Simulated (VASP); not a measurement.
Data:

```
CELL_PARAMETERS angstrom
      1.80395    -3.12454     0.00000
      1.80395     3.12454     0.00000
      0.00000     0.00000     6.11652
ATOMIC_POSITIONS crystal
  Pt 0.00000 0.00000 0.00000
  S  0.33333 0.66667 0.20263
  S  0.66667 0.33333 0.79737
```

Computed with PBE GGA, VASP's PBE PAW potentials (set 64) (plane waves; VASP). Numerical set-up: 520 eV cut-off, 7×7×4 Γ-centred mesh, Gaussian smearing of 0.050 eV, potentials Pt S.

Without a dispersion term in the relaxation, distances and binding between the weakly bound layers, chains or molecules are unreliable, and so is what depends on them.

### Question
The ions and cell shape at fixed volume are relaxed. Give the cell that the relaxation ends in.

### Answer

```
CELL_PARAMETERS angstrom
      1.78598    -3.09340     0.00000
      1.78598     3.09340     0.00000
      0.00000     0.00000     6.24028
ATOMIC_POSITIONS crystal
  Pt 0.00000 0.00000 0.00000
  S  0.33333 0.66667 0.19655
  S  0.66667 0.33333 0.80345
```
Space group P-3m1 (164), at a tolerance of 0.03 Å.

### Question
How much energy does the relaxation gain?

### Answer
The energy (σ→0) changes by -6.7 meV/atom, in 6 ionic steps.

| step | E(σ→0) (eV) | max force (eV/Å) | pressure (GPa) | volume (Å³) |
|---|---|---|---|---|
| 1 | -15.4459 | 0.385 | -2.98 | 68.95 |
| 2 | -15.4595 | 0.185 | -1.68 | 68.95 |
| 3 | -15.4648 | 0.034 | -0.26 | 68.95 |
| 4 | -15.4648 | 0.050 | -0.16 | 68.95 |
| 5 | -15.4659 | 0.022 | -0.03 | 68.95 |
| 6 | -15.4661 | 0.002 | 0.06 | 68.95 |

The compound is PtS2 in the 1T layered structure. This cell is one point of a volume scan, at 1.03 of the reference volume. Symmetry was kept, so distortions that lower it aren't found.
